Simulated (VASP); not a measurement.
# Ag (Fm-3m) in VASP: elastic constants with PBEsol

Aim: the elastic constants of Ag with PBEsol.

Everything below comes from runs of VASP 6.6.1. Logs are shortened: lines on timing, memory, paths and dates and some standing lists are left out, and cuts for length are marked.

## (1) The structure

Symmetry: Fm-3m, No. 225, cubic system. Conventional cell: a = 4.150 Å, b = 4.150 Å, c = 4.150 Å, α = 90.00°, β = 90.00°, γ = 90.00°. Ag (site symmetry m-3m) is surrounded by 12 Ag at 2.93 Å.

The cell was built by a generator and needn't be a form met in nature.

## (2) Elastic constants, PBEsol

The input, POSCAR:

```
Ag
1.0
    0.0000000000      2.0750000000      2.0750000000
    2.0750000000      0.0000000000      2.0750000000
    2.0750000000      2.0750000000      0.0000000000
Ag
1
Direct
    0.0000000000      0.0000000000      0.0000000000
```

The input, INCAR.step1:

```
  PREC = Accurate
  ENCUT = 600
  EDIFF = 1E-8
  ISMEAR = 1
  SIGMA = 0.15
  LREAL = F
  LASPH = T
  NELM = 80
  ALGO = Fast
  ISIF = 3
  LWAVE = F
  LCHARG = F
  GGA = PS
  IBRION = 2
  NSW = 40
  EDIFFG = -0.002
  KPAR = 2
```

The input, INCAR.step2:

```
  PREC = Accurate
  ENCUT = 600
  EDIFF = 1E-8
  ISMEAR = 1
  SIGMA = 0.15
  LREAL = F
  LASPH = T
  NELM = 80
  ALGO = Fast
  ISIF = 3
  LWAVE = F
  LCHARG = F
  GGA = PS
  IBRION = 6
  NFREE = 2
  POTIM = 0.015
  NSW = 1
  KPAR = 2
```

The input, KPOINTS:

```
regular mesh
0
Gamma
  28 28 28
```

Potentials or basis: VASP PAW PBE potentials, release 64 (Ag).

Started as:

```
$ cat potpaw_PBE.64/Ag/POTCAR > POTCAR
$ cp INCAR.step1 INCAR
$ mpirun -np 2 vasp_std > vasp.out
$ cp CONTCAR POSCAR
$ cp INCAR.step2 INCAR
$ mpirun -np 2 vasp_std > vasp.out
```

OUTCAR:

```text
PREC = Accurate
   ENCUT = 600
   EDIFF = 1E-8
   ISMEAR = 1
   LREAL = F
   LASPH = T
   NELM = 80
   ISIF = 3
   GGA = PS
   IBRION = 6
   NFREE = 2
   POTIM = 0.015
   NSW = 1

 ion  position               nearest neighbor table
   1  0.000  0.000  0.000-

  LATTYP: Found a face centered cubic cell.
 ALAT       =     4.0508678498

  Lattice vectors:

 A1 = (   0.0000000000,   2.0254339249,   2.0254339249)
 A2 = (   2.0254339249,   0.0000000000,   2.0254339249)
 A3 = (   2.0254339249,   2.0254339249,   0.0000000000)

Analysis of symmetry for initial positions (statically):
=====================================================================
 Subroutine PRICEL returns:
 Original cell was already a primitive cell.

 Routine SETGRP: Setting up the symmetry group for a
 face centered cubic supercell.

 Subroutine GETGRP returns: Found 48 space group operations
 (whereof 48 operations were pure point group operations)
 out of a pool of 48 trial point group operations.

The static configuration has the point symmetry O_h .

Analysis of symmetry for dynamics (positions and initial velocities):
=====================================================================
 Subroutine PRICEL returns:
 Original cell was already a primitive cell.

 Routine SETGRP: Setting up the symmetry group for a
 face centered cubic supercell.

 Subroutine GETGRP returns: Found 48 space group operations
 (whereof 48 operations were pure point group operations)
 out of a pool of 48 trial point group operations.

The dynamic configuration has the point symmetry O_h .

 Subroutine INISYM returns: Found 48 space group operations
 (whereof 48 operations are pure point group operations),
 and found     1 'primitive' translations

----------------------------------------------------------------------------------------
[... 338 lines left out ...]
  band No.  band energies     occupation
      1       0.5707      2.00000
      2       3.7256      2.00000
      3       3.7256      2.00000
      4       3.7256      2.00000
      5       4.8208      2.00000
      6       4.8208      2.00000
      7      24.6319      0.00000
      8      28.3565      0.00000
      9      28.3565      0.00000
[... 265 lines left out ...]
 k-point    24 :       0.3214    0.0357    0.0000
  band No.  band energies     occupation
      1       2.1757      2.00000
      2       3.8591      2.00000
      3       3.8998      2.00000
      4       4.5474      2.00000
      5       5.2495      2.00000
      6       5.2592      2.00000
      7      17.6156      0.00000
      8      24.7805      0.00000
      9      27.1657      0.00000

 [... further k-points ...]

------------------------ aborting loop because EDIFF is reached ----------------------------------------

  FORCE on cell =-STRESS in cart. coord.  units (eV):
  Direction    XX          YY          ZZ          XY          YZ          ZX
  --------------------------------------------------------------------------------------
  -------------------------------------------------------------------------------------
  Total       -0.0026105     -0.0026105     -0.0026105      0.0000000     -0.0000000      0.0000000
  in kB       -0.2516770     -0.2516770     -0.2516770      0.0000000     -0.0000000      0.0000000
  external PRESSURE =      -0.2516770 kB  Pullay stress =       0.0000000 kB
[... 16 lines left out ...]
  FREE ENERGIE OF THE ION-ELECTRON SYSTEM (eV)
  ---------------------------------------------------
  free  energy   TOTEN  =        -3.3101581525 eV

  energy  without entropy=       -3.3105536129  energy(sigma->0) =       -3.31028997

 INTERNAL STRAIN TENSORS FROM STRAINED CELLS
 ============================================

 INTERNAL STRAIN TENSOR FOR ION    1 for displacements in x,y,z  (eV/Angst):
          X           Y           Z          XY          YZ          ZX
  --------------------------------------------------------------------------------
  x     0.00000     0.00000     0.00000     0.00000     0.00000     0.00000
  y     0.00000    -0.00000     0.00000     0.00000     0.00000     0.00000
  z     0.00000     0.00000    -0.00000     0.00000     0.00000    -0.00000

 INTERNAL STRAIN TENSORS FROM DISPLACED ATOMS
 ============================================

 INTERNAL STRAIN TENSOR FOR ION    1 for displacements in x,y,z  (eV/Angst):
          X           Y           Z          XY          YZ          ZX
  --------------------------------------------------------------------------------
  x     0.00000     0.00000     0.00000     0.00000     0.00000     0.00000
  y     0.00000     0.00000     0.00000     0.00000     0.00000     0.00000
  z     0.00000     0.00000     0.00000     0.00000     0.00000     0.00000

 Eigenvectors and eigenvalues of the dynamical matrix
 ----------------------------------------------------

   1 f/i=    0.000000 THz     0.000000 2PiTHz    0.000000 cm-1     0.000000 meV
             X         Y         Z           dx          dy          dz
      0.000000  0.000000  0.000000    -0.783347   -0.621584    0.000000

   2 f/i=    0.000000 THz     0.000000 2PiTHz    0.000000 cm-1     0.000000 meV
             X         Y         Z           dx          dy          dz
      0.000000  0.000000  0.000000     0.000000    0.000000    1.000000

   3 f/i=    0.000000 THz     0.000000 2PiTHz    0.000000 cm-1     0.000000 meV
             X         Y         Z           dx          dy          dz
      0.000000  0.000000  0.000000     0.621584   -0.783347    0.000000

--------------------------------------------------------------------------------------------------------

 ELASTIC MODULI CONTR FROM IONIC RELAXATION (kBar)
 Direction    XX          YY          ZZ          XY          YZ          ZX
 --------------------------------------------------------------------------------
 XX           0.0000      0.0000      0.0000      0.0000      0.0000      0.0000
 YY           0.0000      0.0000      0.0000      0.0000      0.0000      0.0000
 ZZ           0.0000      0.0000      0.0000      0.0000      0.0000      0.0000
 XY           0.0000      0.0000      0.0000      0.0000      0.0000      0.0000
 YZ           0.0000      0.0000      0.0000      0.0000      0.0000      0.0000
 ZX           0.0000      0.0000      0.0000      0.0000      0.0000      0.0000
 --------------------------------------------------------------------------------

 TOTAL ELASTIC MODULI (kBar)
 Direction    XX          YY          ZZ          XY          YZ          ZX
 --------------------------------------------------------------------------------
 XX        1513.6414   1043.8317   1043.8317      0.0000     -0.0000      0.0000
 YY        1043.8317   1513.6414   1043.8317      0.0000      0.0000      0.0000
 ZZ        1043.8317   1043.8317   1513.6414      0.0000      0.0000      0.0000
 XY           0.0000      0.0000      0.0000    607.2072     -0.0000      0.0000
 YZ          -0.0000      0.0000      0.0000     -0.0000    607.2072      0.0000
 ZX           0.0000      0.0000      0.0000      0.0000      0.0000    607.2072
 --------------------------------------------------------------------------------
```

OUTCAR.step1:

```text
PREC = Accurate
   ENCUT = 600
   EDIFF = 1E-8
   ISMEAR = 1
   LREAL = F
   LASPH = T
   NELM = 80
   ISIF = 3
[... 575 lines left out ...]
  -------------------------------------------------------------------------------------
  Total        0.0010917      0.0010917      0.0010917      0.0000000      0.0000000     -0.0000000
  in kB        0.1052539      0.1052539      0.1052539      0.0000000      0.0000000     -0.0000000
  external PRESSURE =       0.1052539 kB  Pullay stress =       0.0000000 kB
[... 16 lines left out ...]
  FREE ENERGIE OF THE ION-ELECTRON SYSTEM (eV)
  ---------------------------------------------------
  free  energy   TOTEN  =        -3.3107763907 eV

  energy  without entropy=       -3.3111718254  energy(sigma->0) =       -3.31090820

 reached required accuracy - stopping structural energy minimisation
```

OSZICAR.step1:

```text
N       E                     dE             d eps       ncg     rms          rms(c)
DAV:   1     0.494265831606E+02    0.49427E+02   -0.61949E+03 11384   0.123E+03
DAV:   2    -0.318205565246E+01   -0.52609E+02   -0.50383E+02 11472   0.219E+02
DAV:   3    -0.361467888892E+01   -0.43262E+00   -0.43252E+00 13189   0.248E+01
DAV:   4    -0.361559689681E+01   -0.91801E-03   -0.91799E-03 12666   0.105E+00
[... 38 lines left out ...]
RMM:  12    -0.331077687364E+01   -0.11267E-06   -0.99186E-08 10421   0.291E-03    0.603E-03
RMM:  13    -0.331077661449E+01    0.25915E-06   -0.13514E-07 11211   0.416E-03    0.437E-03
RMM:  14    -0.331077642805E+01    0.18644E-06   -0.10071E-07 11215   0.360E-03    0.107E-03
RMM:  15    -0.331077639825E+01    0.29807E-07   -0.78755E-09  6314   0.113E-03    0.352E-04
RMM:  16    -0.331077639073E+01    0.75199E-08   -0.11482E-09  6061   0.427E-04
   3 F= -.33107764E+01 E0= -.33109082E+01  d E =-.297735E-01
```

It took 26 min on 2 MPI ranks of Intel Xeon Platinum 8488C (Sapphire Rapids), shared host; peak memory 1.8 GiB.

What came out:

```
Relaxed volume                         : 16.62 Å³/atom
Relaxed cell                           : a = 2.864 Å, b = 2.864 Å, c = 2.864 Å, α = 60.00°, β = 60.00°, γ = 60.00°
Space group after relaxing (to 0.05 Å) : Fm-3m (No. 225)
Elastic constants C11, C12, C44        : 151, 104, 61 GPa
Voigt bulk modulus                     : 120 GPa
```

The path:
| step | energy change (eV) | largest force (eV/Å) | pressure (GPa) | volume (Å³) |
| --- | --- | --- | --- | --- |
| 1 | 0.0000 | 0.0000 | -7.03 | 17.87 |
| 2 | -0.0175 | 0.0000 | 6.50 | 15.92 |
| 3 | -0.0298 | 0.0000 | 0.01 | 16.62 |

Final structure:
```xyz
1
Lattice="0.0000 2.0254 2.0254 2.0254 0.0000 2.0254 2.0254 2.0254 0.0000" Properties=species:S:1:pos:R:3 pbc="T T T"
Ag    0.0000    0.0000    0.0000
```

Elastic tensor in Voigt notation (GPa, in the Cartesian axes of the cell as first typed):
```
151 104 104   0   0   0
104 151 104   0   0   0
104 104 151   0   0   0
  0   0   0  61   0   0
  0   0   0   0  61   0
  0   0   0   0   0  61
```

Clamped-ion elastic tensor (GPa):
```
151 104 104   0   0   0
104 151 104   0   0   0
104 104 151   0   0   0
  0   0   0  61   0   0
  0   0   0   0  61   0
  0   0   0   0   0  61
```

Caveat: the PAW data sets were made with another functional, which shifts forces and pressure a little.
